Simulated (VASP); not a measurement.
An input for Quantum ESPRESSO's pw.x (written as the equivalent of a VASP run, and not itself run):

```
&CONTROL
  calculation = 'scf'
  pseudo_dir = './pseudo'
  outdir = './out'
  tprnfor = .true.
  tstress = .true.
/
&SYSTEM
  ibrav = 0
  nat = 10
  ntyp = 2
  ecutwfc = 84
  occupations = 'smearing'
  smearing = 'methfessel-paxton'
  degauss = 0.009996
  input_dft = 'pbe'
/
&ELECTRONS
  conv_thr = 7.3e-08
  electron_maxstep = 100
/
ATOMIC_SPECIES
  Al 26.982 Al.upf
  O 15.999 O.upf
CELL_PARAMETERS angstrom
     2.4025150    1.3870930    4.3720830
    -2.4025150    1.3870930    4.3720830
     0.0000000   -2.7741850    4.3720830
ATOMIC_POSITIONS crystal
  Al   0.1523470  0.1605370  0.1358230
  Al   0.8553760  0.8341070  0.8627570
  Al   0.3417990  0.3518070  0.3585560
  Al   0.6421230  0.6668210  0.6331760
  O    0.9496740  0.5525670  0.2496510
  O    0.0421270  0.4475830  0.7592150
  O    0.2490540  0.9478790  0.5552330
  O    0.7428700  0.0468230  0.4505310
  O    0.5666390  0.2523450  0.9419000
  O    0.4579910  0.7395300  0.0531580
K_POINTS automatic
  8 8 8 1 1 1
```

### Question
Write the VASP files for the same calculation (PBE).

### Answer
This is not unique; one that fits is 
File KPOINTS:
```
kpoints
0
G
  8 8 8
0.5 0.5 0.5
```

### INCAR
```
# general
SYSTEM = Al2O3
PREC   = Accurate
ENCUT  = 280
LREAL  = .FALSE.
LASPH  = .TRUE.

# electronic loop
EDIFF  = 1E-6
NELM   = 100
ALGO   = Normal

# smearing
ISMEAR = 1
SIGMA  = 0.136

# functional
GGA    = PE

# ions
ISIF   = 2

# output
LWAVE  = .FALSE.
LCHARG = .FALSE.
```

POSCAR:
```
Al2O3
1
    2.4025150000     1.3870930000     4.3720830000
   -2.4025150000     1.3870930000     4.3720830000
    0.0000000000    -2.7741850000     4.3720830000
Al O
4 6
Direct
  0.1523470000   0.1605370000   0.1358230000
  0.8553760000   0.8341070000   0.8627570000
  0.3417990000   0.3518070000   0.3585560000
  0.6421230000   0.6668210000   0.6331760000
  0.9496740000   0.5525670000   0.2496510000
  0.0421270000   0.4475830000   0.7592150000
  0.2490540000   0.9478790000   0.5552330000
  0.7428700000   0.0468230000   0.4505310000
  0.5666390000   0.2523450000   0.9419000000
  0.4579910000   0.7395300000   0.0531580000
```

POTCAR, in this order: Al O (PBE.64 set). Program: vasp_std.

Limits of the translation: the potentials are each code's own (VASP's PAW set, PseudoDojo norm-conserving files in pw.x), so ENCUT and ecutwfc are chosen apart and not converted; conv_thr bounds pw.x's estimated SCF error, while EDIFF bounds the energy change between steps.

The structure comes from a computed database's Al2O3 entry; how it stands against other phases isn't given here. The cell was not relaxed at this level, atoms are displaced from their ideal sites. The run is one of a series of settings (ENCUT = 280, ISMEAR = 1, SIGMA = 0.136, KPOINTS 8×8×8 Γ-centred mesh shifted by (0.5, 0.5, 0.5) against the base run), some of them coarse on purpose.
